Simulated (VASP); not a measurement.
# Cl: single point with PBE+D3(BJ)

Crystal: Cl.

```
CELL_PARAMETERS angstrom
8.43433 0.00000 0.00000
0.00000 8.43433 0.00000
0.00000 0.00000 8.43433
ATOMIC_POSITIONS crystal
Cl 0.31560 0.56054 0.83495
Cl 0.44014 0.73881 0.76821
Cl 0.85378 0.14376 0.70526
Cl 0.95554 0.35927 0.75788
Cl 0.04394 0.43811 0.16498
Cl 0.16453 0.51039 0.34830
Cl 0.31915 0.20737 0.78913
Cl 0.29337 0.16080 0.56655
Cl 0.51568 0.96521 0.29303
Cl 0.55272 0.74494 0.19657
Cl 0.05709 0.00436 0.04712
Cl 0.01643 0.82633 0.89681
Cl 0.92171 0.80751 0.52248
Cl 0.95990 0.90151 0.31353
Cl 0.59069 0.27407 0.16191
Cl 0.61901 0.50126 0.06747
```

The cell was built by a generator and needn't be a form met in nature.

* Program: VASP 6.6.1
* Task: single point
* Functional: PBE
* Dispersion: D3(BJ)
* Potentials or basis: VASP PAW PBE potentials, release 64 (Cl)
* Cutoff: 520 eV
* k mesh: 1 × 1 × 1
* Occupations: fermi-dirac, width 0.05 eV
* Spin: no spin polarisation

```yaml
Pressure: 1.2 GPa
Largest_force: 1.812 eV/Å
Band_gap_on_the_k_mesh: 1.59 eV, direct
Dispersion_energy_per_atom: -0.110 eV
```

Forces in eV/Å, atoms in the order of the input:
```
Cl  -1.004 -1.150  0.212
Cl   0.879  1.516 -0.460
Cl   0.342  0.879  0.086
Cl  -0.573 -0.580 -0.178
Cl  -0.469 -0.369 -0.816
Cl   0.528  0.259  0.702
Cl   0.452 -0.273  1.329
Cl  -0.197 -0.250 -1.295
Cl  -0.167  0.628  0.287
Cl  -0.102  0.119  0.435
Cl   0.232  0.519 -0.501
Cl   0.059 -0.054  0.117
Cl  -0.623 -0.629  1.146
Cl   0.209  0.158 -0.502
Cl  -0.023  0.051 -0.290
Cl   0.457 -0.823 -0.273
```

Stress tensor (GPa, compression positive):
```
 0.57  0.13 -0.10
 0.13  0.68 -0.11
-0.10 -0.11  2.22
```

Levels at points of the mesh, in eV from the valence-band top:
```tsv
k point	band 54	band 55	band 56	band 57	band 58	band 59
(0.00, 0.00, 0.00)	-0.15	-0.12	0.00	1.59	2.04	2.31
```

Run time: 40 s on 1 thread of Intel(R) Xeon(R) 6975P-C (Granite Rapids), with other jobs on the host, peak memory 0.49 GiB.
